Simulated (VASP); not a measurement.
Output of a VASP run:

**OUTCAR**
```
 ion  position               nearest neighbor table
   1  0.500  0.500  0.500-   2 2.50   2 2.50   2 2.50   2 2.50   2 2.50   2 2.50   2 2.50   2 2.50
  LATTYP: Found a simple cubic cell.
 ALAT       =     2.8868367570
 Subroutine PRICEL returns:
 Original cell was already a primitive cell.
 Subroutine GETGRP returns: Found 48 space group operations
The static configuration has the point symmetry O_h .
The dynamic configuration has the point symmetry O_h .
 Subroutine INISYM returns: Found 48 space group operations
 Subroutine IBZKPT returns following result:
 Found     84 irreducible k-points:

 Following reciprocal coordinates:
            Coordinates               Weight
  0.000000  0.000000  0.000000      1.000000
  0.076923  0.000000  0.000000      6.000000
  0.153846  0.000000  0.000000      6.000000
  0.230769  0.000000  0.000000      6.000000
  0.307692  0.000000  0.000000      6.000000
  0.384615  0.000000  0.000000      6.000000
  0.461538  0.000000  0.000000      6.000000
  0.076923  0.076923  0.000000     12.000000
  0.153846  0.076923  0.000000     24.000000
  0.230769  0.076923  0.000000     24.000000
  0.307692  0.076923  0.000000     24.000000
  0.384615  0.076923  0.000000     24.000000
  0.461538  0.076923  0.000000     24.000000
  0.153846  0.153846  0.000000     12.000000
  0.230769  0.153846  0.000000     24.000000
  0.307692  0.153846  0.000000     24.000000
  0.384615  0.153846  0.000000     24.000000
  0.461538  0.153846  0.000000     24.000000
  0.230769  0.230769  0.000000     12.000000
  0.307692  0.230769  0.000000     24.000000
  0.384615  0.230769  0.000000     24.000000
  0.461538  0.230769  0.000000     24.000000
  0.307692  0.307692  0.000000     12.000000
  0.384615  0.307692  0.000000     24.000000
  0.461538  0.307692  0.000000     24.000000
  0.384615  0.384615  0.000000     12.000000
  0.461538  0.384615  0.000000     24.000000
  0.461538  0.461538  0.000000     12.000000
  0.076923  0.076923  0.076923      8.000000
  0.153846  0.076923  0.076923     24.000000
  0.230769  0.076923  0.076923     24.000000
  0.307692  0.076923  0.076923     24.000000
  0.384615  0.076923  0.076923     24.000000
  0.461538  0.076923  0.076923     24.000000
  0.153846  0.153846  0.076923     24.000000
  0.230769  0.153846  0.076923     48.000000
  0.307692  0.153846  0.076923     48.000000
  0.384615  0.153846  0.076923     48.000000
  0.461538  0.153846  0.076923     48.000000
  0.230769  0.230769  0.076923     24.000000
   k-points           NKPTS =     84   k-points in BZ     NKDIM =     84   number of bands    NBANDS=     10
   number of dos      NEDOS =    301   number of ions     NIONS =      2
   total plane-waves  NPLWV =  13824
   dimension x,y,z NGX =    24 NGY =   24 NGZ =   24
   dimension x,y,z NGXF=    48 NGYF=   48 NGZF=   48
   ions per type =               1   1
   PREC   = accura    normal or accurate (medium, high low for compatibility)
   ISTART =      0    job   : 0-new  1-cont  2-samecut
   ICHARG =      2    charge: 1-file 2-atom 10-const
   ISPIN  =      1    spin polarized calculation?
   LNONCOLLINEAR =      F non collinear calculations
   LSORBIT =      F    spin-orbit coupling
   INIWAV =      1    electr: 0-lowe 1-rand  2-diag
   ENCUT  =  520.0 eV  38.22 Ry    6.18 a.u.   5.37  5.37  5.37*2*pi/ulx,y,z
   NELM   =    100;   NELMIN=  2; NELMDL= -5     # of ELM steps
   EDIFF  = 0.1E-06   stopping-criterion for ELM
   LREAL  =      F    real-space projection
   NLSPLINE    = F    spline interpolate recip. space projectors
   LMAXMIX     =    4 max onsite mixed and CHGCAR
   VOSKOWN=      0    Vosko Wilk Nusair interpolation
   EDIFFG = 0.1E-05   stopping-criterion for IOM
   NSW    =      0    number of steps for IOM
   NBLOCK =      1;   KBLOCK =      1    inner block; outer block
   IBRION =     -1    ionic relax: 0-MD 1-quasi-New 2-CG
   NFREE  =      0    steps in history (QN), initial steepest desc. (CG)
...
```

**OSZICAR**
```
       N       E                     dE             d eps       ncg     rms          rms(c)
DAV:   1     0.406964651252E+02    0.40696E+02   -0.57022E+03  1688   0.137E+03
DAV:   2    -0.106610006707E+02   -0.51357E+02   -0.48819E+02  1686   0.206E+02
DAV:   3    -0.119420787166E+02   -0.12811E+01   -0.12651E+01  1986   0.431E+01
DAV:   4    -0.119609415772E+02   -0.18863E-01   -0.18855E-01  2010   0.469E+00
DAV:   5    -0.119614993799E+02   -0.55780E-03   -0.55779E-03  1908   0.823E-01    0.118E+01
DAV:   6    -0.138191707110E+02   -0.18577E+01   -0.57902E+01  1878   0.131E+02    0.156E+01
DAV:   7    -0.105622974842E+02    0.32569E+01   -0.16555E+01  1862   0.783E+01    0.106E+00
DAV:   8    -0.105563371663E+02    0.59603E-02   -0.40633E-01  2078   0.801E+00    0.997E-01
DAV:   9    -0.105427443884E+02    0.13593E-01   -0.52927E-02  1966   0.376E+00    0.177E-01
DAV:  10    -0.105424067999E+02    0.33759E-03   -0.11820E-03  1940   0.505E-01    0.798E-02
DAV:  11    -0.105423992950E+02    0.75049E-05   -0.48803E-05  2396   0.900E-02    0.248E-02
DAV:  12    -0.105423976294E+02    0.16656E-05   -0.20719E-06  2040   0.259E-02    0.312E-03
DAV:  13    -0.105423971492E+02    0.48026E-06   -0.21757E-07  1090   0.558E-03    0.151E-03
DAV:  14    -0.105423971458E+02    0.34331E-08   -0.73189E-08   874   0.252E-03
   1 F= -.11422678E+02 E0= -.11422772E+02  d E =0.283745E-03
```

OUTCAR:
```
------------------------ aborting loop because EDIFF is reached ----------------------------------------
 Edisp (eV)   -0.88028
  FORCE on cell =-STRESS in cart. coord.  units (eV):
  Direction    XX          YY          ZZ          XY          YZ          ZX
  --------------------------------------------------------------------------------------
  Total      -0.77648    -0.77648    -0.77648     0.00000     0.00000     0.00000
  in kB     -51.71009   -51.71009   -51.71009     0.00000     0.00000     0.00000
  external pressure =      -51.71 kB  Pullay stress =        0.00 kB
  volume of cell :       24.06
      direct lattice vectors                 reciprocal lattice vectors
     2.886836757  0.000000000  0.000000000     0.346399912  0.000000000  0.000000000
     0.000000000  2.886836757  0.000000000     0.000000000  0.346399912  0.000000000
     0.000000000  0.000000000  2.886836757     0.000000000  0.000000000  0.346399912
 POSITION                                       TOTAL-FORCE (eV/Angst)
 -----------------------------------------------------------------------------------
      1.44342      1.44342      1.44342         0.000000      0.000000      0.000000
      0.00000      0.00000      0.00000         0.000000      0.000000      0.000000
 -----------------------------------------------------------------------------------
    total drift:                                0.000000      0.000000      0.000000
  FREE ENERGIE OF THE ION-ELECTRON SYSTEM (eV)
  ---------------------------------------------------
  free  energy   TOTEN  =       -11.4226777636 eV

  energy  without entropy=      -11.4229615088  energy(sigma->0) =      -11.42277235
```
(Selected blocks of OUTCAR.)

**POSCAR**
```
NiAl
1
    2.8868367570     0.0000000000     0.0000000000
    0.0000000000     2.8868367570     0.0000000000
    0.0000000000     0.0000000000     2.8868367570
Al Ni
1 1
Direct
  0.5000000000   0.5000000000   0.5000000000
  0.0000000000   0.0000000000   0.0000000000
```

Task: Write an INCAR and KPOINTS that could have produced this output.

Result: Several could match; the one computed here: the input of the run itself, PBE GGA with D3 dispersion (Becke-Johnson damping), plane waves, VASP's PBE PAW potentials (set 64).

**INCAR**
```
ALGO  =  Normal
EDIFF  =  1E-7
ENCUT  =  520
GGA  =  PE
ISIF  =  2
ISMEAR  =  1
IVDW  =  12
LASPH  =  .True.
LCHARG  =  .False.
LMAXMIX  =  4
LREAL  =  .False.
LWAVE  =  .False.
NELM  =  100
PREC  =  Accurate
SIGMA  =  0.1
SYSTEM  =  NiAl
```

### KPOINTS
```
Regular mesh
0
G
13 13 13
0 0 0
```

POTCAR, in this order: Al Ni (PBE.64 set). Program: vasp_std.

The compound is NiAl in the CsCl type structure. This cell is one point of a volume scan, at 1.03 of the reference volume. The run is not spin-polarised, so no magnetic state was tried. The electron count is odd and the run is not spin-polarised, which forces a metal.
